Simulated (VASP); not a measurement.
# Lattice of Ga2O3 across functionals and dispersion corrections, part 3 of 4

Which functional gives the lattice of Ga2O3 as experiment finds it, and is a dearer one worth its cost? LASPH is on for some levels and off for others; the table marks which. The start is a cell from a database of measured crystal structures.

VASP 6.6.1, plane waves and PAW; the level of theory is named at each step.

So far. Step 3 (Relaxation with PBE): It ends at 10.99 Å³/atom, +5.3 % from the start, with 0.04 GPa left. The conventional cell has a = 12.462, b = 3.087 and c = 5.883 Å. Step 4 (Relaxation with r2SCAN): It ends at 10.58 Å³/atom, +1.3 % from the start, with 0.01 GPa left. The conventional cell has a = 12.283, b = 3.047 and c = 5.823 Å.

## (5) Relaxation with PBE + D3(BJ)

This step: PBE with D3(BJ); plane waves and PAW (Ga_d, O) (VASP 6.6.1).

A dispersion term adds the long-range attraction that semilocal functionals lack. D3 with Becke-Johnson damping keeps a finite attraction at short range.

INCAR reads:

```
SYSTEM = Ga2O3
PREC = Accurate
ENCUT = 560
EDIFF = 1E-06
NELM = 100
ISMEAR = -1
SIGMA = 0.05
LREAL = .FALSE.
ALGO = Normal
GGA = PE
IVDW = 12
NBANDS = 54
LORBIT = 11
LWAVE = .FALSE.
LCHARG = .FALSE.
KPAR = 8
IBRION = 2
NSW = 60
ISIF = 3
EDIFFG = -0.01
```

POSCAR reads:

```
Ga2O3
1.0
    0.0000000000      3.0371000000      0.0000000000
   -1.3859888959      0.0000000000      5.6300087380
    6.1070000000     -1.5185500000      0.0000000000
Ga O
4 6
Direct
    0.0905000000      0.7946000000      0.1810000000
    0.9095000000      0.2054000000      0.8190000000
    0.6586600000      0.3140200000      0.3173200000
    0.3413400000      0.6859800000      0.6826800000
    0.1645000000      0.1098000000      0.3290000000
    0.8355000000      0.8902000000      0.6710000000
    0.1733000000      0.5632000000      0.3466000000
    0.8267000000      0.4368000000      0.6534000000
    0.4959000000      0.2566000000      0.9918000000
    0.5041000000      0.7434000000      0.0082000000
```

KPOINTS reads:

```
Automatic mesh
0
Gamma
7 4 7
0 0 0
```

PAW data sets: Ga_d and O (PBE family, release 64).

Command:

```console
$ mpirun -np 8 vasp_std
```

Output:

```text
[... set-up lines as in an earlier step ...]
 entering main loop
       N       E                     dE             d eps       ncg     rms          rms(c)
[... 16 cycles as in an earlier step ...]
   1 F= -.61496901E+02 E0= -.61496901E+02  d E =-.614969E+02
[... from here on, the cycles between the ionic steps are left out ...]
   2 F= -.61511099E+02 E0= -.61511099E+02  d E =-.141979E-01
   3 F= -.61574059E+02 E0= -.61574059E+02  d E =-.771577E-01
   4 F= -.61574049E+02 E0= -.61574049E+02  d E =-.771477E-01
   5 F= -.61574913E+02 E0= -.61574913E+02  d E =-.864528E-03
   6 F= -.61575041E+02 E0= -.61575041E+02  d E =-.992389E-03
   7 F= -.61575283E+02 E0= -.61575283E+02  d E =-.242105E-03
   8 F= -.61575287E+02 E0= -.61575287E+02  d E =-.245733E-03
   9 F= -.61575439E+02 E0= -.61575439E+02  d E =-.151962E-03
  10 F= -.61575466E+02 E0= -.61575466E+02  d E =-.178645E-03
  11 F= -.61575574E+02 E0= -.61575574E+02  d E =-.108758E-03
  12 F= -.61575576E+02 E0= -.61575576E+02  d E =-.110048E-03
  13 F= -.61575615E+02 E0= -.61575615E+02  d E =-.392964E-04
 trial-energy change:   -0.000039  1 .order   -0.000038   -0.000056   -0.000019
 step:   1.4596(harm=  1.4596)  dis= 0.00141  next Energy=   -61.575618 (dE=-0.423E-04)
 reached required accuracy - stopping structural energy minimisation
```

It took 3.4 min on 8 MPI ranks of AMD EPYC 9R45, shared host; peak memory 3.6 GiB.

From OUTCAR (step 5):

```text
 Edisp (eV)   -1.93703

 Edisp (eV)   -1.93745

  Total      -0.00082     0.02171     0.03772     0.00000     0.00000    -0.01754
  in kB      -0.01219     0.32216     0.55969     0.00000     0.00000    -0.26025
  external pressure =        0.29 kB  Pullay stress =        0.00 kB

 POSITION                                       TOTAL-FORCE (eV/Angst)
 -----------------------------------------------------------------------------------
      0.01190      0.00000      4.52183        -0.006221      0.000000     -0.000594
      4.78027      1.53509      1.17353         0.006221     -0.000000      0.000594
      1.52525      1.53509      1.78799         0.006905      0.000000     -0.005581
      3.26692      0.00000      3.90737        -0.006905     -0.000000      0.005581
      1.89544     -0.00000      0.62247         0.006345     -0.000000      0.002982
      2.89672      1.53509      5.07290        -0.006345      0.000000     -0.002982
      1.35858     -0.00000      3.20278        -0.007411     -0.000000      0.000719
      3.43358      1.53509      2.49259         0.007411      0.000000     -0.000719
      5.78058      0.00000      1.46513        -0.000381      0.000000     -0.001301
     -0.98842      1.53509      4.23024         0.000381     -0.000000      0.001301
 -----------------------------------------------------------------------------------
    total drift:                                0.000000     -0.000000      0.000000

  FREE ENERGIE OF THE ION-ELECTRON SYSTEM (eV)
  ---------------------------------------------------
  free  energy   TOTEN  =       -61.5756150170 eV

  energy  without entropy=      -61.5756150168  energy(sigma->0) =      -61.57561502

[... 2 parts as in an earlier step ...]

[... 2 further parts left out ...]
[key lines of the parts left out:]
E-fermi :   4.6750
```

Step by step:

| step | energy less that of the first step (eV) | largest force (eV/Å) | pressure (GPa) | volume (Å³) |
| --- | --- | --- | --- | --- |
| 1 | 0.0000 | 0.2526 | 6.89 | 104.42 |
| 2 | -0.0142 | 0.3058 | -5.47 | 111.36 |
| 3 | -0.0772 | 0.1007 | -0.01 | 107.98 |
| 4 | -0.0771 | 0.0974 | 0.22 | 107.91 |
| 5 | -0.0780 | 0.0645 | 0.03 | 108.03 |
| 6 | -0.0781 | 0.0312 | 0.07 | 108.00 |
| 7 | -0.0784 | 0.0231 | -0.13 | 108.08 |
| 8 | -0.0784 | 0.0235 | -0.14 | 108.09 |
| 9 | -0.0785 | 0.0241 | 0.06 | 108.01 |
| 10 | -0.0786 | 0.0246 | 0.10 | 107.97 |
| 11 | -0.0787 | 0.0127 | -0.04 | 108.01 |
| 12 | -0.0787 | 0.0133 | -0.04 | 108.01 |
| 13 | -0.0787 | 0.0089 | 0.03 | 107.99 |

| cell as run | before | after | change |
| --- | --- | --- | --- |
| a (Å) | 3.037 | 3.070 | +1.1 % |
| b (Å) | 5.798 | 5.852 | +0.9 % |
| c (Å) | 6.293 | 6.373 | +1.3 % |
| α (°) | 103.41 | 103.26 | -0.2 % |
| β (°) | 103.96 | 103.94 | -0.0 % |
| volume (Å³/atom) | 10.44 | 10.80 | +3.4 % |

The atoms that moved most (Å, as changes of fractional coordinates times the final cell):

| atom | dx | dy | dz | length |
| --- | --- | --- | --- | --- |
| O6 | -0.013 | 0.000 | 0.005 | 0.014 |
| O5 | 0.013 | 0.000 | -0.005 | 0.014 |
| O10 | -0.003 | 0.000 | 0.005 | 0.006 |
| O9 | 0.003 | 0.000 | -0.005 | 0.006 |

Final coordinates:

```
Ga O
1.0
     0.00000    3.07018    0.00000
    -1.39317    0.00000    5.68387
     6.18534   -1.53509    0.01150
Ga O
4 6
Direct
  0.09052 0.79519 0.18103
  0.90948 0.20481 0.81897
  0.65865 0.31393 0.31730
  0.34135 0.68607 0.68270
  0.16548 0.10884 0.33096
  0.83452 0.89116 0.66904
  0.17320 0.56279 0.34641
  0.82680 0.43721 0.65359
  0.49608 0.25576 0.99217
  0.50392 0.74424 0.00783
```

It ends at 10.80 Å³/atom, +3.4 % from the start, with 0.03 GPa left. The conventional cell has a = 12.371, b = 3.070 and c = 5.852 Å. Against plain PBE, the dispersion term moves a by -0.7 %, b by -0.5 % and c by -0.5 %.

## (6) Relaxation with r2SCAN + rVV10

This step: r2SCAN with rVV10; plane waves and PAW (Ga_d, O) (VASP 6.6.1).

LUSE_VDW switches on a nonlocal correlation term for dispersion.

Changes to INCAR since step 5:

```diff
@@ -9,4 +9,8 @@
 ALGO = Normal
-GGA = PE
-IVDW = 12
+METAGGA = R2SCAN
+LUSE_VDW = .TRUE.
+IVDW_NL = 2
+BPARAM = 11.95
+CPARAM = 0.0093
+LASPH = .TRUE.
 NBANDS = 54
```

POSCAR is that of step 5.

KPOINTS is that of step 5.

Command:

```console
$ mpirun -np 8 vasp_std
```

Output:

```text
[banner, memory and clock lines left out]
running    8 mpi-ranks, on    1 nodes
[...]
[... a notice as in an earlier step ...]

|                                                                             |
|               ----> ADVICE to this user running VASP <----                  |
|                                                                             |
|     You have switched on vdW-DFT.                                           |
|     This routine was written and supplied by Jiri Klimes. We recommend      |
|     that you carefully read and cite the following publications:            |
|       J. Klimes, D.R. Bowler, A. Michelides                                 |
|          J. Phys.: Cond Matt. 22 022201 (2010)                              |
|       J. Klimes, D.R. Bowler, A. Michelides                                 |
|          Phys. Rev. B. 83, 195131 (2011)                                    |
|     and references therein.                                                 |
[...]
Total rVV10 correction in eV:      2.5289449    93.3369997
   1 F= -.99908056E+02 E0= -.99908056E+02  d E =-.999081E+02
[... from here on, the cycles between the ionic steps are left out ...]
   2 F= -.99907739E+02 E0= -.99907739E+02  d E =0.317172E-03
   3 F= -.99913343E+02 E0= -.99913343E+02  d E =-.528669E-02
   4 F= -.99913338E+02 E0= -.99913338E+02  d E =-.528222E-02
   5 F= -.99913863E+02 E0= -.99913863E+02  d E =-.524867E-03
   6 F= -.99913875E+02 E0= -.99913875E+02  d E =-.536540E-03
   7 F= -.99914290E+02 E0= -.99914290E+02  d E =-.415370E-03
   8 F= -.99914342E+02 E0= -.99914342E+02  d E =-.466597E-03
   9 F= -.99914357E+02 E0= -.99914357E+02  d E =-.481531E-03
  10 F= -.99914567E+02 E0= -.99914567E+02  d E =-.210912E-03
  11 F= -.99914582E+02 E0= -.99914582E+02  d E =-.225193E-03
  12 F= -.99914739E+02 E0= -.99914739E+02  d E =-.157461E-03
  13 F= -.99914752E+02 E0= -.99914752E+02  d E =-.169795E-03
  14 F= -.99914814E+02 E0= -.99914814E+02  d E =-.620788E-04
  15 F= -.99914815E+02 E0= -.99914815E+02  d E =-.634338E-04
  16 F= -.99914877E+02 E0= -.99914877E+02  d E =-.625236E-04
 trial-energy change:   -0.000063  1 .order   -0.000045   -0.000082   -0.000008
 step:   0.8612(harm=  0.9163)  dis= 0.00123  next Energy=   -99.914878 (dE=-0.627E-04)
 reached required accuracy - stopping structural energy minimisation
```

It took 21 min on 8 MPI ranks; peak memory 5.2 GiB.

OUTCAR, selected parts (step 6):

```text
  Total        0.0217177      0.0008894      0.0375754      0.0000000      0.0000000     -0.0093468
  in kB        0.3316693      0.0135834      0.5738452      0.0000000      0.0000000     -0.1427429
  external PRESSURE =       0.3063660 kB  Pullay stress =       0.0000000 kB

 POSITION                                       TOTAL-FORCE (eV/Angst)
 -----------------------------------------------------------------------------------
      0.01196      0.00000      4.48952         0.003301      0.000000      0.003165
      4.71758      1.52016      1.15485        -0.003301     -0.000000     -0.003165
      1.50691      1.52016      1.77743         0.001893     -0.000000     -0.007809
      3.22264      0.00000      3.86695        -0.001893     -0.000000      0.007809
      1.87820     -0.00000      0.61934        -0.002555     -0.000000      0.005590
      2.85134      1.52016      5.02504         0.002555      0.000000     -0.005590
      1.33685     -0.00000      3.17229        -0.009699     -0.000000     -0.000880
      3.39269      1.52016      2.47209         0.009699      0.000000      0.000880
      5.71715      0.00000      1.44319        -0.005875      0.000000     -0.002158
     -0.98760      1.52016      4.20119         0.005875     -0.000000      0.002158
 -----------------------------------------------------------------------------------
    total drift:                                0.000000     -0.000000     -0.000000

  FREE ENERGIE OF THE ION-ELECTRON SYSTEM (eV)
  ---------------------------------------------------
  free  energy   TOTEN  =       -99.9148774927 eV

  energy  without entropy=      -99.9148774926  energy(sigma->0) =      -99.91487749

[... 2 parts as in an earlier step ...]

[... 2 further parts left out ...]
[key lines of the parts left out:]
E-fermi :   4.4895
```

It ends at 10.49 Å³/atom, +0.5 % from the start, with 0.03 GPa left. The conventional cell has a = 12.231, b = 3.040 and c = 5.810 Å. Against plain r2SCAN, the dispersion term moves a by -0.4 %, b by -0.2 % and c by -0.2 %.

## (7) Relaxation with revPBE + D3(BJ)

This step: revPBE with D3(BJ); plane waves and PAW (Ga_d, O) (VASP 6.6.1).

revPBE by itself binds more weakly than PBE and expands cells; dispersion terms fitted to it are the larger for that.

Changes to INCAR since step 6:

```diff
@@ -9,8 +9,4 @@
 ALGO = Normal
-METAGGA = R2SCAN
-LUSE_VDW = .TRUE.
-IVDW_NL = 2
-BPARAM = 11.95
-CPARAM = 0.0093
-LASPH = .TRUE.
+GGA = RE
+IVDW = 12
 NBANDS = 54
```

POSCAR is that of step 6.

KPOINTS is that of step 6.

Command:

```console
$ mpirun -np 8 vasp_std
```

Output:

```text
[banner, memory and clock lines left out]
running    8 mpi-ranks, on    1 nodes
[...]
[... a notice as in an earlier step ...]

 [... a notice as in an earlier step ...]

 LDA part: xc-table for (Slater+PW92), standard interpolation
 POSCAR, INCAR and KPOINTS ok, starting setup
[...]
entering main loop
       N       E                     dE             d eps       ncg     rms          rms(c)
DAV:   1     0.126416032682E+04    0.12642E+04   -0.42296E+04  7622   0.314E+03
DAV:   2     0.218290376830E+03   -0.10459E+04   -0.98692E+03  6624   0.850E+02
DAV:   3    -0.426145159525E+02   -0.26090E+03   -0.25333E+03  7500   0.271E+02
DAV:   4    -0.642945181154E+02   -0.21680E+02   -0.21443E+02  7864   0.841E+01
[...]
DAV:  13    -0.559424818545E+02   -0.24966E-04   -0.18321E-04  9596   0.116E-01    0.109E-02
DAV:  14    -0.559424848042E+02   -0.29496E-05   -0.52591E-05  8610   0.747E-02    0.105E-02
DAV:  15    -0.559424838578E+02    0.94639E-06   -0.87121E-06  8140   0.293E-02
[...]
3 F= -.59941756E+02 E0= -.59941756E+02  d E =-.837183E-01
   4 F= -.59941749E+02 E0= -.59941749E+02  d E =-.837111E-01
   5 F= -.59943057E+02 E0= -.59943057E+02  d E =-.130769E-02
   6 F= -.59943165E+02 E0= -.59943165E+02  d E =-.141541E-02
   7 F= -.59943685E+02 E0= -.59943685E+02  d E =-.520967E-03
   8 F= -.59943752E+02 E0= -.59943752E+02  d E =-.587681E-03
   9 F= -.59944182E+02 E0= -.59944182E+02  d E =-.429420E-03
  10 F= -.59944409E+02 E0= -.59944409E+02  d E =-.656456E-03
  11 F= -.59944448E+02 E0= -.59944448E+02  d E =-.695814E-03
  12 F= -.59944498E+02 E0= -.59944498E+02  d E =-.746273E-03
  13 F= -.59944492E+02 E0= -.59944492E+02  d E =-.739690E-03
  14 F= -.59944700E+02 E0= -.59944700E+02  d E =-.208128E-03
  15 F= -.59944706E+02 E0= -.59944706E+02  d E =-.213872E-03
  16 F= -.59944790E+02 E0= -.59944790E+02  d E =-.844700E-04
  17 F= -.59944825E+02 E0= -.59944825E+02  d E =-.119320E-03
  18 F= -.59944833E+02 E0= -.59944833E+02  d E =-.126893E-03
  19 F= -.59944841E+02 E0= -.59944841E+02  d E =-.135141E-03
  20 F= -.59944894E+02 E0= -.59944894E+02  d E =-.530697E-04
 trial-energy change:   -0.000053  1 .order   -0.000051   -0.000084   -0.000018
 step:   1.0029(harm=  1.0029)  dis= 0.00077  next Energy=   -59.944894 (dE=-0.534E-04)
 reached required accuracy - stopping structural energy minimisation
```

Elapsed: 6.1 min, on 8 MPI ranks; peak memory 3.5 GiB.

OUTCAR, selected parts (step 7):

```text
 Edisp (eV)   -3.77862

 Edisp (eV)   -3.77879

  Total      -0.04714     0.01123    -0.03066     0.00000     0.00000     0.00311
  in kB      -0.69898     0.16645    -0.45469     0.00000     0.00000     0.04619
  external pressure =       -0.33 kB  Pullay stress =        0.00 kB

 POSITION                                       TOTAL-FORCE (eV/Angst)
 -----------------------------------------------------------------------------------
      0.01178      0.00000      4.52659         0.005164      0.000000      0.002689
      4.77964      1.53518      1.17340        -0.005164     -0.000000     -0.002689
      1.52933      1.53518      1.78646         0.000843      0.000000     -0.007373
      3.26209      0.00000      3.91353        -0.000843     -0.000000      0.007373
      1.90803     -0.00000      0.62046         0.002844     -0.000000     -0.000340
      2.88339      1.53518      5.07953        -0.002844      0.000000      0.000340
      1.35460     -0.00000      3.20346        -0.002560      0.000000     -0.002832
      3.43681      1.53518      2.49653         0.002560      0.000000      0.002832
      5.78187      0.00000      1.46303         0.005668     -0.000000     -0.001484
     -0.99045      1.53518      4.23696        -0.005668      0.000000      0.001484
 -----------------------------------------------------------------------------------
    total drift:                                0.000000     -0.000000      0.000000

  FREE ENERGIE OF THE ION-ELECTRON SYSTEM (eV)
  ---------------------------------------------------
  free  energy   TOTEN  =       -59.9448939693 eV

  energy  without entropy=      -59.9448939693  energy(sigma->0) =      -59.94489397

[... 2 parts as in an earlier step ...]

[... 2 further parts left out ...]
[key lines of the parts left out:]
E-fermi :   4.8162
```

It ends at 10.81 Å³/atom, +3.5 % from the start, with -0.03 GPa left. The conventional cell has a = 12.368, b = 3.070 and c = 5.856 Å.

## (8) Relaxation with vdW-DF-cx

This step: vdW-DF-cx; plane waves and PAW (Ga_d, O) (VASP 6.6.1).

vdW-DF-cx takes its exchange from the same plasmon model as its correlation.

Changes to INCAR since step 7:

```diff
@@ -9,4 +9,6 @@
 ALGO = Normal
-GGA = RE
-IVDW = 12
+GGA = CX
+AGGAC = 0
+LUSE_VDW = .TRUE.
+LASPH = .TRUE.
 NBANDS = 54
```

POSCAR is that of step 7.

KPOINTS is that of step 7.

Command:

```console
$ mpirun -np 8 vasp_std
```

Output:

```text
[banner, memory and clock lines left out]
running    8 mpi-ranks, on    1 nodes
[...]
[... a notice as in an earlier step ...]

 [... a notice as in an earlier step ...]

 [... a notice as in an earlier step ...]

 LDA part: xc-table for (Slater+PW92), standard interpolation
 POSCAR, INCAR and KPOINTS ok, starting setup
[...]
entering main loop
       N       E                     dE             d eps       ncg     rms          rms(c)
DAV:   1     0.127742411405E+04    0.12774E+04   -0.42237E+04  7614   0.313E+03
DAV:   2     0.233990218859E+03   -0.10434E+04   -0.98515E+03  6664   0.848E+02
DAV:   3    -0.242280263449E+02   -0.25822E+03   -0.25070E+03  7486   0.270E+02
DAV:   4    -0.456888178513E+02   -0.21461E+02   -0.21219E+02  7912   0.839E+01
[...]
DAV:  13    -0.380324464251E+02   -0.48432E-05   -0.90014E-05  9116   0.878E-02    0.612E-03
DAV:  14    -0.380324483421E+02   -0.19170E-05   -0.22031E-05  8340   0.723E-02    0.828E-03
DAV:  15    -0.380324476952E+02    0.64689E-06   -0.41117E-06  6554   0.201E-02
[...]
4 F= -.38054764E+02 E0= -.38054764E+02  d E =-.223164E-01
   5 F= -.38055276E+02 E0= -.38055276E+02  d E =-.512189E-03
   6 F= -.38055278E+02 E0= -.38055278E+02  d E =-.513762E-03
   7 F= -.38055766E+02 E0= -.38055766E+02  d E =-.487647E-03
   8 F= -.38056048E+02 E0= -.38056048E+02  d E =-.769678E-03
   9 F= -.38056090E+02 E0= -.38056090E+02  d E =-.811720E-03
  10 F= -.38056390E+02 E0= -.38056390E+02  d E =-.300728E-03
  11 F= -.38056420E+02 E0= -.38056420E+02  d E =-.329935E-03
  12 F= -.38056422E+02 E0= -.38056422E+02  d E =-.331923E-03
  13 F= -.38056421E+02 E0= -.38056421E+02  d E =-.331222E-03
  14 F= -.38056421E+02 E0= -.38056421E+02  d E =-.331624E-03
  15 F= -.38056531E+02 E0= -.38056531E+02  d E =-.110268E-03
  16 F= -.38056583E+02 E0= -.38056583E+02  d E =-.161518E-03
  17 F= -.38056597E+02 E0= -.38056597E+02  d E =-.175532E-03
  18 F= -.38056605E+02 E0= -.38056605E+02  d E =-.183707E-03
  19 F= -.38056697E+02 E0= -.38056697E+02  d E =-.918937E-04
  20 F= -.38056721E+02 E0= -.38056721E+02  d E =-.116252E-03
  21 F= -.38056735E+02 E0= -.38056735E+02  d E =-.136817E-04
 trial-energy change:   -0.000014  1 .order   -0.000010   -0.000029    0.000009
 step:   0.6238(harm=  0.6238)  dis= 0.00039  next Energy=   -38.056732 (dE=-0.110E-04)
 reached required accuracy - stopping structural energy minimisation
```

It took 13 min on 8 MPI ranks; peak memory 5.8 GiB; 1.7 h of CPU time.

Parts of OUTCAR (step 8):

```text
  Total        0.0102321      0.0532602      0.0216259      0.0000000      0.0000000     -0.0084456
  in kB        0.1546238      0.8048528      0.3268036      0.0000000      0.0000000     -0.1276267
  external PRESSURE =       0.4287601 kB  Pullay stress =       0.0000000 kB

 POSITION                                       TOTAL-FORCE (eV/Angst)
 -----------------------------------------------------------------------------------
      0.01090      0.00000      4.50040         0.008947     -0.000000     -0.002001
      4.74219      1.52637      1.16251        -0.008947      0.000000      0.002001
      1.51739      1.52637      1.77820        -0.002932     -0.000000      0.004960
      3.23569      0.00000      3.88470         0.002932      0.000000     -0.004960
      1.89314     -0.00000      0.62035         0.000447     -0.000000     -0.000933
      2.85995      1.52637      5.04256        -0.000447      0.000000      0.000933
      1.34384     -0.00000      3.18070        -0.002767     -0.000000     -0.002799
      3.40925      1.52637      2.48221         0.002767      0.000000      0.002799
      5.74170      0.00000      1.45049         0.000847      0.000000      0.000756
     -0.98861      1.52637      4.21242        -0.000847     -0.000000     -0.000756
 -----------------------------------------------------------------------------------
    total drift:                               -0.000000      0.000000      0.000000

  FREE ENERGIE OF THE ION-ELECTRON SYSTEM (eV)
  ---------------------------------------------------
  free  energy   TOTEN  =       -38.0567348547 eV

  energy  without entropy=      -38.0567348547  energy(sigma->0) =      -38.05673485

[... 2 parts as in an earlier step ...]

[... 2 further parts left out ...]
[key lines of the parts left out:]
E-fermi :   4.7452
```

It ends at 10.60 Å³/atom, +1.5 % from the start, with 0.04 GPa left. The conventional cell has a = 12.279, b = 3.053 and c = 5.823 Å.

(Continued in part 4 of 4.)

[Lines on the potential files, build, host, timing and source positions are cut from VASP's logs without a mark.]

[Logs are printed without paths, hosts, clocks, repeated set-up lines and the standing remarks that a program may print on its own settings, such as how far it seeks lower states.]

[Hosts, paths, dates, database ids (printed as entryN), source tags and the programs' standing remarks are cut or masked in the printed files.]

[A measured line is paired with the nearest computed mode of its activity, which favours agreement.]
